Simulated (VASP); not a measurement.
Consider the following.

```
CELL_PARAMETERS angstrom
      0.00000     2.75440     2.75440
      2.75440     0.00000     2.75440
      2.75440     2.75440     0.00000
ATOMIC_POSITIONS crystal
  Ca 0.00000 0.00000 0.00000
  S  0.50000 0.50000 0.50000
```

Calculation: PBEsol GGA, VASP's PBE PAW potentials (set 64) (plane waves; VASP). Settings: 500 eV cut-off, 8×8×8 Γ-centred mesh, Gaussian smearing of 0.050 eV, potentials Ca_sv S.

What does the run give for the energy per atom (σ→0), pressure, band gap (on the k-mesh) with the smallest direct gap where there is one?

```json
{
 "band gap (on the k-mesh)": "1.96 eV",
 "smallest direct gap (on the k-mesh)": "2.85 eV",
 "energy per atom (σ→0)": "-5.435 eV/atom",
 "pressure": "4.99 GPa"
}
```

The compound is CaS in the rock salt structure. It was relaxed first under an external pressure of 5 GPa.
